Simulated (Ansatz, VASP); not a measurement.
# Ge (Germanium) in two plane-wave programs, part 2 of 2

Wanted: the spread between two codes on one cell, functional and k mesh. The cell is taken from a series of runs on this material, whose earlier steps may have relaxed, scaled, displaced or heated it; both programs get it as it stands.

VASP 6.6.1 and Ansatz 0.2.0.

So far: The starting structure; VASP: zone-centre phonons, PBEsol.

### Step 2. VASP: zone-centre phonons, PBEsol (continued)

Level of this step: PBEsol; plane waves and PAW (Ge_d) (VASP).

Numbers of over 12 decimals in the logs are rounded to 6 here.

From OUTCAR (step 2):

```text
ion  position               nearest neighbor table
   1  0.500  0.500  0.500-   2 2.43   2 2.43   2 2.43   2 2.43
   2  0.750  0.750  0.750-   1 2.43   1 2.43   1 2.43   1 2.43

  LATTYP: Found a body centered tetragonal cell.
 ALAT       =     3.8928195041
 C/A-ratio  =     1.4907221767

 Subroutine GETGRP returns: Found  4 space group operations
 (whereof  2 operations were pure point group operations)

The static configuration has the point symmetry C_1h.
 The point group associated with its full space group is C_2h.

   k-points           NKPTS =   1728   k-points in BZ     NKDIM =   1728   number of bands    NBANDS=     20

   dimension x,y,z NGX =    30 NGY =   30 NGZ =   28
   dimension x,y,z NGXF=    60 NGYF=   60 NGZF=   56

   ENCUT  =  500.0 eV  36.75 Ry    6.06 a.u.   7.29  7.29  7.10*2*pi/ulx,y,z

   NELECT =      28.0000    total number of electrons

 k-points in reciprocal lattice and weights: Points of the shifted mesh
   0.04166667  0.04166667  0.04166667       0.001
   0.04166667  0.04166667  0.12500000       0.001
   0.04166667  0.04166667  0.20833333       0.001
   0.04166667  0.04166667  0.29166667       0.001
   0.04166667  0.04166667  0.37500000       0.001
   0.04166667  0.04166667  0.45833333       0.001
   0.04166667  0.04166667  0.54166667       0.001
   0.04166667  0.04166667  0.62500000       0.001
   0.04166667  0.04166667  0.70833333       0.001
[...]
0.95833333  0.95833333  0.87500000       0.001
   0.95833333  0.95833333  0.95833333       0.001

 average (electrostatic) potential at core
       1 -73.9047       2 -73.9047

  Total        1.1317850      1.1317850     -0.0393720     -0.0041235     -0.0014571     -0.0014571
  in kB       41.2396512     41.2396512     -1.4346272     -0.1502522     -0.0530936     -0.0530948
  external PRESSURE =      27.0148918 kB  Pullay stress =       0.0000000 kB

  energy-cutoff  :      500.00
  volume of cell :       43.97
      direct lattice vectors                 reciprocal lattice vectors
     0.000000000  2.752639069  2.901556182    -0.181643865  0.181643865  0.172321323
     2.752639069  0.000000000  2.901556182     0.181643865 -0.181643865  0.172321323
     2.752639069  2.752639069  0.000000000     0.181643865  0.181643865 -0.172321323

 POSITION                                       TOTAL-FORCE (eV/Angst)
 -----------------------------------------------------------------------------------
      2.75255      2.75255      2.90138         0.000012      0.000012      0.000093
      4.12904      4.12904      4.35251        -0.000012     -0.000012     -0.000093
 -----------------------------------------------------------------------------------
    total drift:                               -0.000000     -0.000000     -0.000000

 Eigenvectors and eigenvalues of the dynamical matrix
 ----------------------------------------------------

   1 f  =    9.063388 THz    56.946948 2PiTHz  302.322090 cm-1    37.483145 meV
             X         Y         Z           dx          dy          dz
      2.752554  2.752554  2.901378    -0.035567   -0.035567    0.705316
      4.129043  4.129043  4.352512     0.035567    0.035567   -0.705316

   2 f  =    8.943669 THz    56.194732 2PiTHz  298.328696 cm-1    36.988028 meV
             X         Y         Z           dx          dy          dz
      2.752554  2.752554  2.901378     0.500000   -0.500000   -0.000000
      4.129043  4.129043  4.352512    -0.500000    0.500000    0.000000

   3 f  =    8.932019 THz    56.121534 2PiTHz  297.940100 cm-1    36.939848 meV
             X         Y         Z           dx          dy          dz
      2.752554  2.752554  2.901378    -0.498733   -0.498733   -0.050299
      4.129043  4.129043  4.352512     0.498733    0.498733    0.050299

   4 f/i=    0.000000 THz     0.000001 2PiTHz    0.000003 cm-1     0.000000 meV
             X         Y         Z           dx          dy          dz
      2.752554  2.752554  2.901378     0.041063    0.697878   -0.106208
      4.129043  4.129043  4.352512     0.041063    0.697878   -0.106208

   5 f/i=    0.000000 THz     0.000001 2PiTHz    0.000004 cm-1     0.000001 meV
             X         Y         Z           dx          dy          dz
      2.752554  2.752554  2.901378     0.705909   -0.040202    0.008762
      4.129043  4.129043  4.352512     0.705909   -0.040202    0.008762

   6 f/i=    0.000000 THz     0.000001 2PiTHz    0.000007 cm-1     0.000001 meV
             X         Y         Z           dx          dy          dz
      2.752554  2.752554  2.901378    -0.002609    0.106536    0.699030
      4.129043  4.129043  4.352512    -0.002609    0.106536    0.699030

 ELASTIC MODULI CONTR FROM IONIC RELAXATION (kBar)
 Direction    XX          YY          ZZ          XY          YZ          ZX
 --------------------------------------------------------------------------------
 XX          -0.0072     -0.0041     -0.0080      0.8296      1.1872      0.2169
 YY          -0.0041     -0.0072     -0.0080      0.6877      0.2859      1.2589
 ZZ          -0.0080     -0.0080     -0.0203      2.3052      0.1916      0.4783
 XY           0.8296      0.6877      2.3052   -275.1100     -1.0051      4.1854
 YZ           1.1872      0.2859      0.1916     -1.0051   -311.9193      0.5068
 ZX           0.2169      1.2589      0.4783      4.1854      0.5068   -310.5575
 --------------------------------------------------------------------------------
```

The PAW data sets were made with PBE, which is usual practice but a small mismatch for other functionals.

### Step 3. Ansatz: zone-centre phonons, PBEsol

Ansatz runs on its PAW soft_1 files.

The same cell, functional, mesh and smearing now go to Ansatz, which takes its cutoff from its data sets.

Input file input.yaml:

```yaml
crystal:
  lattice:
    - [0.0, 2.7526390693, 2.9015561824]
    - [2.7526390693, 0.0, 2.9015561824]
    - [2.7526390693, 2.7526390693, 0.0]
  atoms:
    - { symbol: Ge, position: [0.4999693415, 0.4999693415, 0.4999999193] }
    - { symbol: Ge, position: [0.7500306585, 0.7500306585, 0.7500000807] }
kpoints:
  mp_grid: { grid: [12, 12, 12], shift: [0.5, 0.5, 0.5] }
hamiltonian:
  xc: pbesol
  pseudopotentials: { kind: paw, azcp: { folder: soft_1 }, xc_functional: pbe }
scf:
  occupations: { method: gaussian, width: 0.015 }
output:
  eigenvalues: true
phonons:
  method: dfpt
```

The run is started by

```sh
ansatz run input.yaml --threads 4 --pin off --max-ram 10240MiB --backend cpu --events-out ev --progress --plain --runs-dir out
```

What it wrote:

```text
Engine: ansatz 0.2.0, aarch64-unknown-linux-gnu
Pseudopotentials: kind: paw
Pseudopotential: Ge, paw, valence charge 14, recommended cutoff 420 eV (normal), soft_1/Ge.paw.azcp
Functional definition: PBEsol
  exchange = pbesol_x
  correlation = pbesol_c
Crystal: 2 atoms, lattice volume = 43.970 Å³
Basis set: ecut = 420 eV, 901 PW (Γ), exchange–correlation on 64×64×64 points (8 copies of the dense FFT grid, shifted against one another)
Bands: 18, of which v1, the nominal top of the filled ones, is band 14 counted from 1 (13 counted from 0)
Symmetry: 4 space group operations
k-points: 864 of 1728 (irreducible under 1 space group operation, time reversal used)
Non-local potential: Ge, projectors of the file, l = 0: 2, l = 1: 2, l = 2: 3, l = 3: 1
PAW form: soft (Blöchl's): semilocal exchange-correlation on the pseudo side does not see the compensation charge
PAW frozen core: Ge, regenerated for the run's functional, and the local potential with it (the file was generated under x = pbe(κ = 0.804, μ = 0.219515), c = pbe(β = 0.066725))
PAW one-centre angular grid: Ge, 590 points (default); XC on 64 Gauss nodes
Initial density: superposition of atomic densities (chi_scale 0.1, normalization cell)
Initial wavefunctions: pseudopotential atomic-orbital guess
Functional: x = pbesol(κ = 0.804, μ = 0.123457), c = pbesol(β = 0.046)
SCF iter   1: F=—  HF=-8507.047233 eV  |F-HF|=—  |Δ(HF+E_count)|=         —  Δρ=3.65e-2  dr2=4.66e-1  ethr=3.10e-3  ⟨swp⟩=6.0  Hψ=72724  notcnv=0
preconditioner: auto → none  [insulator: Δε(μ)=0.148 eV  Ē_g=23.409 eV  σ=0.015 eV  W_gap=1.00  n_scr=14 (ndim 8)  ℏωp=29.6 eV  f_vac=0.000  D(μ)=0.00/eV (n_scr^D=0)  ε∞_Penn≈2.6]
SCF iter   2: F=—  HF=-8506.979355 eV  |F-HF|=—  |Δ(HF+E_count)|=   6.79e-2  Δρ=1.74e-2  dr2=8.70e-2  ethr=1.66e-3  ⟨swp⟩=2.0  Hψ=25624  notcnv=0
SCF iter   3: F=—  HF=-8506.972698 eV  |F-HF|=—  |Δ(HF+E_count)|=   6.66e-3  Δρ=1.82e-3  dr2=3.77e-4  ethr=3.11e-4  ⟨swp⟩=2.6  Hψ=22386  notcnv=0
SCF iter   4: F=—  HF=-8506.972888 eV  |F-HF|=—  |Δ(HF+E_count)|=   1.90e-4  Δρ=3.97e-4  dr2=4.99e-5  ethr=1.34e-6  ⟨swp⟩=2.0  Hψ=27964  notcnv=0
SCF iter   5: F=—  HF=-8506.972767 eV  |F-HF|=—  |Δ(HF+E_count)|=   1.21e-4  Δρ=5.90e-5  dr2=1.20e-6  ethr=1.78e-7  ⟨swp⟩=2.0  Hψ=27648  notcnv=0
SCF iter   6: F=—  HF=-8506.972766 eV  |F-HF|=—  |Δ(HF+E_count)|=   7.18e-7  Δρ=2.52e-5  dr2=1.53e-7  ethr=4.27e-9  ⟨swp⟩=2.0  Hψ=26356  notcnv=0
SCF iter   7: F=—  HF=-8506.972766 eV  |F-HF|=—  |Δ(HF+E_count)|=   1.13e-7  Δρ=1.37e-6  dr2=4.06e-10  ethr=5.46e-10  ⟨swp⟩=2.0  Hψ=27648  notcnv=0
SCF iter   8: F=-8506.972766 eV  HF=-8506.972766 eV  |F-HF|=3.64e-12  |Δ(HF+E_count)|=  1.33e-10  Δρ=8.79e-8  dr2=1.79e-12  ethr=1.00e-12  ⟨swp⟩=4.1  Hψ=75575  notcnv=0
SCF 1 converged in 8 iterations: F = -8506.972766 eV  dr2 = 1.79e-12
  greatest PAW one-centre occupation: 0.998 electrons in one spin orbital (limit 2), on the Ge atom at site 1 (counted from 0), in its partial waves of l = 2
DFPT response loops at Γ: preconditioner auto → Kerker (q_TF=auto, 2.531 Å⁻¹) (partly filled bands, converged f_vac=0.048); β = 1.00, the filter's whole step (`scf.mixing.beta` (0.50) is not read by the response loops under this deck's `scf.mixing.preconditioner`; to damp them name `kerker` or `kerker_dos`, under which they read `scf.mixing.beta`, and type it under 1.00, their step now; both keys bind the ground state too); Broyden in place of MSR1
SCF converged after 8 iterations
Free energy (F): -8506.972766 eV
Harris-Foulkes:  -8506.972766 eV  (|F-HF|=3.64e-12)
Internal energy: -8506.972766 eV  (E = F + TS)
E sigma→0 (E₀):  -8506.972766 eV
Entropy (-TS):   -0.000000 eV (-0.000 meV/atom)
Fermi energy:    8.937041 eV
--- Per-component energies (eV) ---
  E_band       = -294.128266
  E_kinetic    = 186.698037
  E_local      = -4459.379612  (includes V_loc(G=0)·N_el)
  E_nonlocal   = 439.176320
  E_hartree    = 2127.064760
  E_xc         = -142.668591
  E_vxc        = -130.959420  (∫ρ·V_xc dr)
  E_paw        = -3945.037894  (= ΣΔE_a)
  E_vpaw       = -583.793171  (= ΣTr[D̂ρ^β])
  E_aug_tail   = 0.000034  (compensation charges beyond the density's cutoff)
  E_ewald      = -2714.661695
  E_core_change = 1.835876  (= ΣΔE_core)
  E_smearing   = -0.000000  (= −TS)
  E_closure    = 0.000000  (closes the sum)
  Σ components = -8506.972766   (vs F -8506.972766, Δ=0.00e0)
--- Band table (eV; the first three rows and the last of 864) ---
  k-point 0: bands = [... 10 lower, -4.1899, 8.0863, 8.6442, 8.9047, 9.5621, 11.3346, 11.3395, 11.6075]
  k-point 1: bands = [... 10 lower, -4.0701, 6.9718, 8.0445, 8.8443, 10.1227, 11.4510, 11.4662, 12.4088]
  k-point 2: bands = [... 10 lower, -3.7799, 5.3253, 7.6196, 8.5370, 9.9793, 11.9270, 12.0991, 13.5047]
  k-point 863: bands = [... 10 lower, -2.0261, 1.0589, 6.9939, 7.4090, 9.2121, 12.4776, 12.6602, 15.9297]
--- Phonons (Γ-DFPT): 2 representative perturbations + reference, on 864 of 1728 k-points (Σ response iterations 6) ---
  k mesh reduced under 1 symmetry operation, with k and −k counted as one. Each operation leaves every solved perturbation unchanged. A smaller set is not used because it would not reduce the number of displacements times k-points to solve
  ASR residual: 2.534e-5 → 0.000e0 eV/Å²; symmetrization residual: 2.392e-6 eV/Å²
  ASR residual per site (eV/Å²): 2.53e-5 2.53e-5
  Γ frequencies (cm⁻¹): 0.00 0.00 0.00 298.27 298.43 302.32
  non-analytic LO–TO correction: not included (Born effective charges unavailable; polar crystals: no LO–TO splitting at Γ)
```

### Step 4. Differences

Known differences besides the potentials themselves: the cutoff is 420 eV in Ansatz and 500 eV in VASP; Ansatz makes its cores anew for this functional, VASP keeps those of its PBE data sets. Total energies have different zeros and are not compared.

Both answers:

| quantity | Ansatz | VASP | difference |
| --- | --- | --- | --- |
| optical mode 1 (cm⁻¹) | 298.3 | 297.9 | +0.11 % |
| optical mode 2 (cm⁻¹) | 298.4 | 298.3 | +0.03 % |
| optical mode 3 (cm⁻¹) | 302.3 | 302.3 | +0.00 % |

Modes are paired by rising frequency, not by their patterns, so a pair may set unlike modes beside each other; they are those without the splitting of longitudinal modes.

### Step 5. Outcome

| Item | Value |
| --- | --- |
| r.m.s. difference of the optical zone-centre modes, each program's sorted by frequency (zone-centre phonons, PBEsol) | 0.20 cm⁻¹ |

What this shows: The r.m.s. difference of the optical zone-centre modes, each program's sorted by frequency is 0.20 cm⁻¹ (zone-centre phonons, PBEsol). How closely two codes agree says nothing of how well the functional describes the real material.

[Lines on the potential files, build, host, timing and source positions are cut from VASP's logs without a mark.]

[Logs are printed without paths, hosts, clocks, repeated set-up lines and the standing remarks that a program may print on its own settings, such as how far it seeks lower states.]

[Hosts, paths, dates, database ids (printed as entryN), source tags and the programs' standing remarks are cut or masked in the printed files.]
